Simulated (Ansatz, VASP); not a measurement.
# MgCdSeS in two plane-wave programs, part 2 of 3

One calculation is typed for both programs; each brings its own data sets. How far apart do they land? The cell is invented: As first built, before any earlier steps moved the atoms (in the runner's words): it takes the ZnCdSeS structure with some of its atoms replaced by other elements, volume scaled by an estimate. It may not be a known or stable phase. The cell is taken from a series of VASP runs on this material, whose earlier steps may have relaxed, scaled or displaced it; both programs get it as it stands. Valence electrons are named where the data sets of a main pair hold unlike numbers.

VASP 6.6.1 and Ansatz 0.2.0.

So far. Step 2 (Ansatz: single point, PBE with D3(BJ)): The run ends at a pressure of 0.06 GPa, with forces up to 0.045 eV/Å.

### 6. VASP: band structure, PBE with D3(BJ), spin-orbit coupling

Level of this step: PBE with D3(BJ), spin-orbit coupling; plane waves and PAW (Cd, Se, S, Mg); invented cell (VASP).

The same path points are solved in both programs, so levels can be compared one by one.

Contents of INCAR:

```
SYSTEM = MgCdSeS
PREC = Accurate
ENCUT = 400
EDIFF = 1E-06
NELM = 100
ISMEAR = -1
SIGMA = 0.05
LREAL = .FALSE.
ALGO = Normal
GGA = PE
IVDW = 12
LNONCOLLINEAR = .TRUE.
MAGMOM = 0 0 0 0 0 0 0 0 0 0 0 0
NBANDS = 38
GGA_COMPAT = .FALSE.
LASPH = .TRUE.
LSORBIT = .TRUE.
LORBIT = 11
LWAVE = .FALSE.
LCHARG = .FALSE.
KPAR = 2
```

Contents of POSCAR:

```
MgCdSeS
1.0
    4.1477180915     -0.0000000035      0.0000000000
   -2.0738595516      3.5920294095      0.0000000000
    0.0000000000      0.0000000000      6.7863525304
Cd Se S Mg
1 1 1 1
Direct
    0.0000000000      0.0000000000      0.5157483855
    0.3333333300      0.6666666700      0.3624382654
    0.0000000000      0.0000000000      0.8895062893
    0.3333333300      0.6666666700      0.9843070599
```

Contents of KPOINTS:

```
Automatic mesh
0
Gamma
5 5 3
0 0 0
```

Contents of KPOINTS_OPT:

```
Line mode
16
Line-mode
Reciprocal
  0.00000000   0.00000000   0.00000000 GAMMA
  0.50000000   0.00000000   0.00000000 M

  0.50000000   0.00000000   0.00000000 M
  0.33333333   0.33333333   0.00000000 K

  0.33333333   0.33333333   0.00000000 K
  0.00000000   0.00000000   0.00000000 GAMMA

  0.00000000   0.00000000   0.00000000 GAMMA
  0.00000000   0.00000000   0.50000000 A

  0.00000000   0.00000000   0.50000000 A
  0.50000000   0.00000000   0.50000000 L

  0.50000000   0.00000000   0.50000000 L
  0.33333333   0.33333333   0.50000000 H

  0.33333333   0.33333333   0.50000000 H
  0.00000000   0.00000000   0.50000000 A

  0.50000000   0.00000000   0.50000000 L
  0.50000000   0.00000000   0.00000000 M

  0.33333333   0.33333333   0.00000000 K
  0.33333333   0.33333333   0.50000000 H
```

PAW data sets: Cd, Se, S and Mg (PBE family, release 64).

Launch:

```
$ mpirun -np 2 vasp_ncl
```

Numbers of over 12 decimals in the logs are rounded to 6 here.

What it wrote:

```text
[... set-up lines as in an earlier step ...]
 entering main loop
       N       E                     dE             d eps       ncg     rms          rms(c)
DAV:   1     0.132325055550E+03    0.13233E+03   -0.97791E+03  1596   0.961E+02
DAV:   2    -0.524059322227E+01   -0.13757E+03   -0.13250E+03  1870   0.246E+02
DAV:   3    -0.146623676261E+02   -0.94218E+01   -0.93699E+01  1934   0.631E+01
DAV:   4    -0.147671902124E+02   -0.10482E+00   -0.10472E+00  1922   0.692E+00
[...]
DAV:  13    -0.138118773010E+02   -0.11487E-04   -0.17306E-05  1994   0.305E-02    0.916E-03
DAV:  14    -0.138118794436E+02   -0.21426E-05   -0.40318E-06  1764   0.114E-02    0.609E-03
DAV:  15    -0.138118798239E+02   -0.38030E-06   -0.44566E-07  1408   0.504E-03
   1 F= -.14993920E+02 E0= -.14993920E+02  d E =-.774325E-07  mag=    -0.0000     0.0000    -0.0000
 Start KPOINTS_OPT (optional k-point list driver)
k-point batch [1-21\144]
       N       E                     dE             ncg
DAV:   1     0.725026375469E+03   -0.71239E+04     1596
DAV:   2    -0.209817676904E+04   -0.28232E+04     1880
DAV:   3    -0.227940716539E+04   -0.18123E+03     1936
DAV:   4    -0.228138944468E+04   -0.19823E+01     1944
DAV:   5    -0.228141912372E+04   -0.29679E-01     1868
DAV:   6    -0.228141991509E+04   -0.79137E-03     1960
DAV:   7    -0.228141994137E+04   -0.26278E-04     1880
DAV:   8    -0.228141994228E+04   -0.91149E-06     1448
[...]
k-point batch [127-144\144]
       N       E                     dE             ncg
DAV:   1     0.230926690125E+04   -0.12663E+05     1376
DAV:   2     0.227123796171E+02   -0.22866E+04     1526
DAV:   3    -0.118177452777E+03   -0.14089E+03     1720
DAV:   4    -0.119611923728E+03   -0.14345E+01     1650
DAV:   5    -0.119630186400E+03   -0.18263E-01     1594
DAV:   6    -0.119630609175E+03   -0.42277E-03     1666
DAV:   7    -0.119630620952E+03   -0.11777E-04     1612
DAV:   8    -0.119630621255E+03   -0.30217E-06     1154
```

Parts of OUTCAR (step 6):

```text
 Edisp (eV)   -1.18204

  Total       0.02082     0.02082    -0.05367    -0.00000    -0.00000     0.00000
  in kB       0.32995     0.32995    -0.85039    -0.00000    -0.00000     0.00000
  external pressure =       -0.06 kB  Pullay stress =        0.00 kB

 POSITION                                       TOTAL-FORCE (eV/Angst)
 -----------------------------------------------------------------------------------
      0.00000      0.00000      3.50005         0.000000     -0.000000      0.006365
     -0.00000      2.39469      2.45963        -0.000000      0.000000     -0.003683
      0.00000      0.00000      6.03650         0.000000     -0.000000      0.005266
     -0.00000      2.39469      6.67985        -0.000000      0.000000     -0.007949
 -----------------------------------------------------------------------------------
    total drift:                                0.000014     -0.000001      0.000028

  FREE ENERGIE OF THE ION-ELECTRON SYSTEM (eV)
  ---------------------------------------------------
  free  energy   TOTEN  =       -14.9939204080 eV

  energy  without entropy=      -14.9939203306  energy(sigma->0) =      -14.99392037

 magnetization (x)
# of ion       s       p       d       tot
------------------------------------------
    1        0.000   0.000   0.000   0.000
    2        0.000   0.000   0.000   0.000
    3        0.000   0.000   0.000   0.000
    4        0.000   0.000   0.000   0.000
--------------------------------------------------
tot          0.000   0.000   0.000   0.000

 magnetization (y)
# of ion       s       p       d       tot
------------------------------------------
    1        0.000  -0.000  -0.000   0.000
    2        0.000  -0.000  -0.000  -0.000
    3       -0.000  -0.000   0.000  -0.000
    4        0.000   0.000   0.000   0.000
--------------------------------------------------
tot          0.000  -0.000  -0.000  -0.000

 magnetization (z)
# of ion       s       p       d       tot
------------------------------------------
    1        0.000  -0.000   0.000  -0.000
    2       -0.000   0.000   0.000  -0.000
    3       -0.000  -0.000   0.000  -0.000
    4        0.000  -0.000  -0.000   0.000
--------------------------------------------------
tot         -0.000  -0.000   0.000  -0.000

[... 1 part as in an earlier step ...]

[... 2 further parts left out ...]
[key lines of the parts left out:]
E-fermi :   2.3649
```

The run ends at a pressure of -0.01 GPa, with forces up to 0.0079 eV/Å.

### 7. Ansatz: band structure, PBE with D3(BJ), spin-orbit coupling

The same cell, functional, mesh and smearing now go to Ansatz, which takes its cutoff from its data sets.

The cell is taken from a series of VASP runs on this material, whose earlier steps may have relaxed, scaled or displaced it; both programs get it as it stands.

Contents of input.yaml:

```yaml
crystal:
  lattice:
    - [4.1477180915, -3.5e-09, 0.0]
    - [-2.0738595516, 3.5920294095, 0.0]
    - [0.0, 0.0, 6.7863525304]
  atoms:
    - { symbol: Cd, position: [0.0, 0.0, 0.5157483855] }
    - { symbol: Se, position: [0.33333333, 0.66666667, 0.3624382654] }
    - { symbol: S, position: [0.0, 0.0, 0.8895062893] }
    - { symbol: Mg, position: [0.33333333, 0.66666667, 0.9843070599] }
hamiltonian:
  xc: pbe
  pseudopotentials: { kind: paw_fr }
  dispersion: d3bj
magnetization:
  noncollinear: true
  spin_orbit: true
kpoints:
  mp_grid: { grid: [5, 5, 3] }
  band_path:
    path:
      - [0.0, 0.0, 0.0]
      - [0.13333, 0.0, 0.0]
      - [0.3, 0.0, 0.0]
      - [0.46667, 0.0, 0.0]
      - [0.46667, 0.06667, 0.0]
      - [0.41111, 0.17778, 0.0]
      - [0.35556, 0.28889, 0.0]
      - [0.28889, 0.28889, 0.0]
      - [0.17778, 0.17778, 0.0]
      - [0.06667, 0.06667, 0.0]
      - [0.0, 0.0, 0.03333]
      - [0.0, 0.0, 0.2]
      - [0.0, 0.0, 0.36667]
      - [0.0, 0.0, 0.5]
      - [0.16667, 0.0, 0.5]
      - [0.3, 0.0, 0.5]
      - [0.46667, 0.0, 0.5]
      - [0.46667, 0.06667, 0.5]
      - [0.41111, 0.17778, 0.5]
      - [0.35556, 0.28889, 0.5]
      - [0.28889, 0.28889, 0.5]
      - [0.17778, 0.17778, 0.5]
      - [0.06667, 0.06667, 0.5]
      - [0.5, 0.0, 0.46667]
      - [0.5, 0.0, 0.3]
      - [0.5, 0.0, 0.13333]
      - [0.33333, 0.33333, 0.0]
      - [0.33333, 0.33333, 0.16667]
      - [0.33333, 0.33333, 0.33333]
      - [0.33333, 0.33333, 0.5]
    npoints: 1
scf:
  occupations: { method: fermi_dirac, width: 0.05 }
  n_extra_bands: 16
output:
  forces: true
  stress: true
  eigenvalues: true
  write_density: true
  write_potential: true
  elf: true
  volumetric_format: npy
```

Launch:

```
$ ansatz run input.yaml --threads 2 --pin off --max-ram 4608MiB --backend cpu --events-out ev --progress --plain --runs-dir out
```

What it wrote:

```text
[...]
non-collinear run that drives no moment, with spin-orbit: no starting moment large enough to seed its density (crystal.atoms[].spin), no starting occupations that ask for one, no magnetisation constraint and no magnetic field, so the semilocal B_xc is pinned to zero
Crystal: 4 atoms, lattice volume = 101.108 Å³
[...]
k-point 0: bands = [... 48 lower, 6.0368, 6.0368, 6.2433, 6.2433, 7.5850, 7.5850, 9.2992, 9.2992, ... 12 higher]
  k-point 1: bands = [... 48 lower, 5.9457, 5.9457, 6.1839, 6.1865, 8.7137, 8.7137, 9.4564, 9.4564, ... 12 higher]
  k-point 2: bands = [... 48 lower, 5.3573, 5.4371, 5.8323, 5.8361, 8.8940, 8.9292, 10.1620, 10.1872, ... 12 higher]
  k-point 11: bands = [... 48 lower, 4.4343, 4.4606, 4.7669, 4.8041, 9.7062, 9.7422, 10.6839, 10.7198, ... 12 higher]
[key lines of the parts left out:]
SCF converged after 9 iterations
Magnetization: |M| = 0.0000 μB,  M = (+0.0000, +0.0000, +0.0000) μB
Free energy (F): -16557.403874 eV
Fermi energy:    6.926687 eV
P = ⅓ Tr σ = 0.0596 GPa (0.596 kbar)
```

The job ended after 29 s (2 threads of Arm Neoverse V1, shared host; peak memory 0.71 GiB; 57 s of CPU time).

### 8. Differences

What differs besides the data sets and the points named for the pairs above, as far as they apply: spin-orbit coupling enters by fully relativistic files in Ansatz and inside the spheres in VASP; the data sets hold 52 valence electrons in Ansatz (on its fully relativistic PAW (standard-fr) files) and 26 in VASP. Total energies have different zeros and are not compared.

Both answers:

```
                     quantity  Ansatz   VASP  difference
               pressure (GPa)    0.06  -0.01       +0.07
gap over the path points (eV)   1.342  1.338      +0.004
```

Levels at points of the path, from each program's valence-band top (eV; 8 filled, then empty):

```
k (reciprocal lattice)                                                                         Ansatz                                                                           VASP
     0.000 0.000 0.000    -1.73 -1.73 -0.72 -0.72 -0.21 -0.21 0.00 0.00 1.34 1.34 3.06 3.06 6.02 6.02    -1.74 -1.74 -0.72 -0.72 -0.20 -0.20 0.00 0.00 1.34 1.34 3.04 3.04 6.02 6.02
     0.133 0.000 0.000  -1.86 -1.86 -1.21 -1.10 -0.76 -0.61 -0.25 -0.25 2.13 2.16 3.61 3.64 5.61 5.62  -1.87 -1.87 -1.21 -1.11 -0.76 -0.62 -0.25 -0.25 2.12 2.16 3.60 3.63 5.61 5.62
     0.300 0.000 0.000  -2.61 -2.60 -2.15 -2.14 -1.19 -1.15 -0.67 -0.66 3.26 3.29 3.80 3.81 5.07 5.08  -2.62 -2.60 -2.16 -2.15 -1.20 -1.16 -0.67 -0.66 3.25 3.29 3.79 3.80 5.07 5.08
     0.467 0.000 0.000  -2.98 -2.95 -2.33 -2.33 -1.76 -1.75 -0.91 -0.91 3.40 3.40 3.66 3.67 4.51 4.51  -2.98 -2.96 -2.34 -2.34 -1.76 -1.76 -0.92 -0.91 3.38 3.39 3.66 3.66 4.51 4.51
     0.467 0.067 0.000  -2.94 -2.92 -2.42 -2.41 -1.80 -1.79 -1.04 -1.02 3.54 3.55 3.80 3.81 4.45 4.48  -2.95 -2.93 -2.43 -2.42 -1.81 -1.80 -1.05 -1.03 3.53 3.54 3.79 3.80 4.45 4.47
     0.411 0.178 0.000  -2.98 -2.93 -2.67 -2.63 -1.91 -1.86 -1.54 -1.49 3.92 3.96 4.37 4.44 4.64 4.65  -2.99 -2.94 -2.68 -2.64 -1.91 -1.87 -1.55 -1.50 3.91 3.96 4.37 4.43 4.64 4.64
     0.356 0.289 0.000  -3.34 -3.31 -2.51 -2.48 -2.08 -2.02 -1.91 -1.86 3.76 3.82 4.79 4.90 5.39 5.42  -3.35 -3.33 -2.52 -2.50 -2.09 -2.02 -1.92 -1.87 3.76 3.81 4.79 4.90 5.38 5.42
     0.289 0.289 0.000  -3.16 -3.15 -2.62 -2.59 -2.00 -1.94 -1.79 -1.75 3.84 3.89 4.71 4.81 5.34 5.37  -3.17 -3.16 -2.63 -2.60 -2.00 -1.95 -1.80 -1.76 3.83 3.89 4.71 4.81 5.33 5.36
     0.178 0.178 0.000  -2.72 -2.69 -2.25 -2.21 -1.25 -1.23 -0.93 -0.92 3.56 3.60 4.63 4.67 5.00 5.03  -2.73 -2.70 -2.26 -2.22 -1.25 -1.23 -0.94 -0.92 3.56 3.60 4.62 4.66 4.99 5.03
     0.067 0.067 0.000  -1.85 -1.85 -1.06 -0.93 -0.73 -0.55 -0.23 -0.21 1.98 2.01 3.51 3.53 5.67 5.71  -1.86 -1.86 -1.06 -0.93 -0.73 -0.55 -0.23 -0.21 1.98 2.01 3.50 3.52 5.67 5.71
```

At this near-relaxed geometry the largest component of a force difference is 47 meV/Å. Among the levels compared at these points, filled levels agree within 12 meV and empty ones within 14 meV. Ansatz's pressure holds a Pulay correction of 0.02 GPa; VASP's holds none.

### 9. Other set-ups

Further runs change the set-up of one program: Ansatz's method, potentials or start, or VASP's data sets, cutoff or form of LDA. The table gives Ansatz less VASP for each quantity, since a change that brings one quantity closer may part another.

```
                                        run  r.m.s. force difference (meV/Å)  pressure (GPa)  gap over the path points (eV)
                                   as above                               18           0.066                         0.0036
    Ansatz's larger PAW set (cutoff 760 eV)                               17           0.082                         0.0013
norm-conserving potentials (cutoff 1388 eV)                               16            0.16                        -0.0020
```

### 10. Ansatz: dielectric response, PBE with D3(BJ)

The response to a field tests empty states and converges slowly with the mesh.

The cell is taken from a series of VASP runs on this material, whose earlier steps may have relaxed, scaled or displaced it; both programs get it as it stands.

Contents of input.yaml:

```yaml
crystal:
  lattice:
    - [4.1477180915, -3.5e-09, 0.0]
    - [-2.0738595516, 3.5920294095, 0.0]
    - [0.0, 0.0, 6.7863525304]
  atoms:
    - { symbol: Cd, position: [0.0, 0.0, 0.5157483855] }
    - { symbol: Se, position: [0.33333333, 0.66666667, 0.3624382654] }
    - { symbol: S, position: [0.0, 0.0, 0.8895062893] }
    - { symbol: Mg, position: [0.33333333, 0.66666667, 0.9843070599] }
hamiltonian:
  xc: pbe
  pseudopotentials: { kind: paw }
  dispersion: d3bj
kpoints:
  mp_grid: { grid: [7, 7, 4] }
scf:
  occupations: { method: fixed }
dielectric:
  method: response
```

What it wrote:

```text
[...]
Crystal: 4 atoms, lattice volume = 101.108 Å³
Basis set: ecut = 420 eV, 1973 PW (Γ), exchange–correlation on 60×60×96 points (8 copies of the dense FFT grid, shifted against one another)
Bands: 32, of which v1, the nominal top of the filled ones, is band 26 counted from 1 (25 counted from 0)
Symmetry: 6 space group operations
[...]
-0.00000   -2.03206   -0.00000
[...]
site 2:
[...]
-0.00000   -0.00000   -2.17367
    site 3:
         1.84357    0.00000    0.00000
         0.00000    1.84357    0.00000
         0.00000    0.00000    2.24177
  Z* charge neutrality: 4.112e-3 e pre-enforcement
  solved inside a basis spanned on kpoints, on 10×10×6 k-points, its susceptibility summed on 14×14×8: ε∞ is read to err by 1.9e-2, Z* by 2.3e-2 e (field_mesh: kpoints solves on kpoints); Z* is corrected for what the basis lacks
[key lines of the parts left out:]
SCF converged after 10 iterations
Free energy (F): -16554.511800 eV
Fermi energy:    6.119363 eV
```

Wall time 2.7 min (2 threads); peak memory 1.5 GiB; 5.3 min of CPU time.

[end of part 2 of 3]

[Lines on the potential files, build, host, timing and source positions are cut from VASP's logs without a mark.]

[Logs are printed without paths, hosts, clocks, repeated set-up lines and the standing remarks that a program may print on its own settings, such as how far it seeks lower states.]

[Hosts, paths, dates, database ids (printed as entryN), source tags and the programs' standing remarks are cut or masked in the printed files.]
